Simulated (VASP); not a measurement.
Given:

```
CELL_PARAMETERS angstrom
      1.46618    -2.53950     0.00000
      1.46618     2.53950     0.00000
      0.00000     0.00000     4.62641
ATOMIC_POSITIONS crystal
  Ti 0.33333 0.66667 0.25000
  Ti 0.66667 0.33333 0.75000
```

Level of theory: r2SCAN+rVV10, VASP's PBE PAW potentials (set 64) (plane waves; VASP). Settings: 520 eV cut-off, 13×13×7 Γ-centred mesh, first-order Methfessel-Paxton smearing of 0.10 eV, potentials Ti_sv.

Question: Predict the energy per atom (σ→0), band gap (on the k-mesh) with the smallest direct gap where there is one.

Answer: 
- band gap (on the k-mesh) = none (metal, semimetal or under 0.01 eV)
- energy per atom (σ→0) = -12.674 eV/atom

The absolute energy has meaning only against runs of the same code, potentials and settings.

The compound is Ti in the hcp structure. It was relaxed first. The start is the result of an earlier pass.
